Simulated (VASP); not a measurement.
Input:

```xyz
1
Lattice="-1.5298 1.5298 2.4241 1.5298 -1.5298 2.4241 1.5298 1.5298 -2.4241" Properties=species:S:1:pos:R:3 pbc="T T T"
In     0.0000     0.0000     0.0000
```

Calculation: LDA (Ceperley-Alder, Perdew-Zunger), VASP's LDA PAW potentials (set 64) (plane waves; VASP). Numerical set-up: 500 eV cut-off, 17×17×17 Γ-centred mesh, first-order Methfessel-Paxton smearing of 0.10 eV, potentials In_d.

Energy and stress use the plane-wave basis of the starting cell.

### Question
The ions, cell shape and volume at an external pressure of 10.0 GPa are relaxed. Predict the relaxed structure.

### Answer

```xyz
1
Lattice="-1.5008 1.5008 2.3784 1.5008 -1.5008 2.3784 1.5008 1.5008 -2.3784" Properties=species:S:1:pos:R:3 pbc="T T T"
In     0.0000     0.0000     0.0000
```
Space group I4/mmm (139), at a tolerance of 0.03 Å.

### Question
How do energy and volume change from the first to the last step?

### Answer
The energy (σ→0) changes by +58.5 meV/atom and the volume by -5.6 %, in 3 ionic steps.

```
step  E(σ→0) (eV)  max force (eV/Å)  pressure (GPa)  volume (Å³)
----  -----------  ----------------  --------------  -----------
1         -3.1903             0.000            5.07        22.69
2         -3.0585             0.000           14.96        20.48
3         -3.1318             0.000            9.93        21.43
```

The compound is In in the bct structure. This run relaxes it under an external pressure of 10 GPa. Symmetry was kept, so distortions that lower it aren't found.
